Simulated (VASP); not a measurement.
SrTiO3 (Tausonite):

```
Sr Ti O
1.0
     3.90528    0.00000    0.00000
     0.00000    3.90528    0.00000
     0.00000    0.00000    3.90528
Sr Ti O
1 1 3
Direct
  0.50000 0.50000 0.50000
  0.00000 0.00000 0.00000
  0.50000 0.00000 0.00000
  0.00000 0.50000 0.00000
  0.00000 0.00000 0.50000
```

* Program: VASP 6.6.1
* Task: relaxation of cell and atoms
* Functional: LDA
* Potentials or basis: VASP PAW LDA potentials, release 64 (Sr_sv, Ti_sv, O)
* Cutoff: 600 eV
* k mesh: 8 × 8 × 8
* Occupations: gaussian, width 0.03 eV
* Spin: no spin polarisation

At the start: pressure -6.7 GPa; volume 11.91 Å³/atom.

Task: Where does the relaxation end?

Result: Over 3 steps the energy falls by 8.7 meV/atom and the volume is 11.50 Å³/atom (-3.4 %); space group Pm-3m (No. 221, to 0.05 Å).

Step by step:
```tsv
step	energy change (eV)	largest force (eV/Å)	pressure (GPa)	volume (Å³)
1	0.0000	0.0000	-6.66	59.56
2	0.0079	0.0000	8.11	55.39
3	-0.0435	0.0000	-0.06	57.52
```

Final structure:
```
CELL_PARAMETERS angstrom
3.86010 0.00000 0.00000
0.00000 3.86010 0.00000
0.00000 0.00000 3.86010
ATOMIC_POSITIONS crystal
Sr 0.50000 0.50000 0.50000
Ti 0.00000 0.00000 0.00000
O 0.50000 0.00000 0.00000
O 0.00000 0.50000 0.00000
O 0.00000 0.00000 0.50000
```
